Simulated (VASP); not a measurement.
A convergence study with VASP on HfN (space group no. 225 when undisturbed): one setting is varied, all else stays as given below, so the limit is that of these other settings. One atom is moved off its site, so that forces are finite.

```xyz
2
Lattice="0.0000 2.2487 2.2487 2.2487 0.0000 2.2487 2.2487 2.2487 0.0000" Properties=species:S:1:pos:R:3 pbc="T T T"
Hf     0.0000     0.0000     0.0500
N      2.2487     2.2487     2.2487
```

All values below come from PBEsol GGA, VASP's PBE PAW potentials (set 64) (plane waves; VASP). The tightest run used: 960 eV cut-off, 13×13×13 Γ-centred mesh, Fermi-Dirac smearing of 0.10 eV, potentials Hf_pv N.

### Question
The settings run are ENCUT = 140; ENCUT = 160; ENCUT = 180; ENCUT = 200; ENCUT = 220; ENCUT = 240; ENCUT = 280; ENCUT = 320; ENCUT = 360; ENCUT = 440; ENCUT = 480; ENCUT = 540; ENCUT = 600; ENCUT = 700; ENCUT = 800; ENCUT = 960. From which on does the energy per atom stay within 0.005 eV/atom of the tightest run?

### Answer
From ENCUT = 440 on: it is off by 0.0031 there and by no more than 0.005 in any finer run, while ENCUT = 360 is off by 0.0137.
| setting | E (eV/atom) | pressure (GPa) | largest force (eV/Å) | plane waves | difference judged (eV/atom) |
|---|---|---|---|---|---|
| ENCUT = 140 | -11.8376 | -160.71 | 0.969 | 92 | 0.3450 |
| ENCUT = 160 | -11.8354 | -113.55 | 0.966 | 113 | 0.3429 |
| ENCUT = 180 | -11.7636 | -86.21 | 0.824 | 137 | 0.2711 |
| ENCUT = 200 | -11.6174 | -68.16 | 0.714 | 153 | 0.1249 |
| ENCUT = 220 | -11.5235 | -55.39 | 0.644 | 178 | 0.0310 |
| ENCUT = 240 | -11.5171 | -44.21 | 0.618 | 200 | 0.0246 |
| ENCUT = 280 | -11.4757 | -26.47 | 0.609 | 259 | 0.0168 |
| ENCUT = 320 | -11.4817 | -15.20 | 0.601 | 307 | 0.0109 |
| ENCUT = 360 | -11.4789 | -8.46 | 0.608 | 365 | 0.0137 |
| ENCUT = 440 | -11.4894 | -2.03 | 0.613 | 531 | 0.0031 |
| ENCUT = 480 | -11.4888 | -1.19 | 0.613 | 556 | 0.0037 |
| ENCUT = 540 | -11.4884 | -0.97 | 0.613 | 660 | 0.0041 |
| ENCUT = 600 | -11.4894 | -1.08 | 0.613 | 770 | 0.0031 |
| ENCUT = 700 | -11.4915 | -1.07 | 0.614 | 969 | 0.0011 |
| ENCUT = 800 | -11.4923 | -0.90 | 0.614 | 1211 | 0.0002 |
| ENCUT = 960 | -11.4925 | -0.79 | 0.614 | 1558 | 0.0000 |

Left out are rungs that failed or repeat a setting and relaxations that didn't move; long series are thinned to 24 rows.

The structure is a typed HfN crystal (space group no. 225). The cell was not relaxed at this level, it is distorted from the ideal structure. The electron count is odd and the run is not spin-polarised, which forces a metal.
